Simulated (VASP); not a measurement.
A run of VASP 6.6.1:

Contents of POSCAR:

```
NbTe
1.0
    3.7029743866      0.0000000000      0.0000000000
   -1.8514871933      3.2068698884      0.0000000000
    0.0000000000      0.0000000000      3.6942110000
Te Nb
1 1
Direct
    0.6666666667      0.3333333333      0.0000000000
    0.0000000000      0.0000000000      0.5000000000
```

Contents of INCAR.step1:

```
  PREC = Accurate
  ENCUT = 520
  EDIFF = 1E-5
  ISMEAR = -1
  SIGMA = 0.05
  LREAL = False
  LASPH = True
  NELM = 80
  ALGO = Normal
  ISIF = 2
  LWAVE = True
  NBANDS = 16
  GGA = PE
```

INCAR.step2

```
  PREC = Accurate
  ENCUT = 520
  EDIFF = 1E-6
  ISMEAR = -1
  SIGMA = 0.05
  LREAL = False
  LASPH = True
  NELM = 80
  ALGO = Normal
  ISIF = 2
  LWAVE = False
  LCHARG = False
  GGA = PE
  LHFCALC = True
  HFSCREEN = 0.15
  AEXX = 0.25
  PRECFOCK = Fast
  NBANDS = 16
  ISTART = 1
```

KPOINTS

```
Automatic mesh
0
Gamma
  4 4 4
```

Potentials or basis: VASP PAW PBE potentials, release 64 (Te, Nb_sv).

Launch:

```console
$ cat potpaw_PBE.64/Te/POTCAR potpaw_PBE.64/Nb_sv/POTCAR > POTCAR
$ cp INCAR.step1 INCAR
$ mpirun -np 1 vasp_std > vasp.out
$ cp INCAR.step2 INCAR
$ mpirun -np 1 vasp_std > vasp.out
```

Hardware: 1 thread of Intel(R) Xeon(R) 6975P-C (Granite Rapids) (shared host).

How long does it take, and how much memory?

It took 2.9 min on 1 thread of Intel(R) Xeon(R) 6975P-C (Granite Rapids) (shared host), peak memory 0.25 GiB. Counts: scf iterations 10, k points 12.
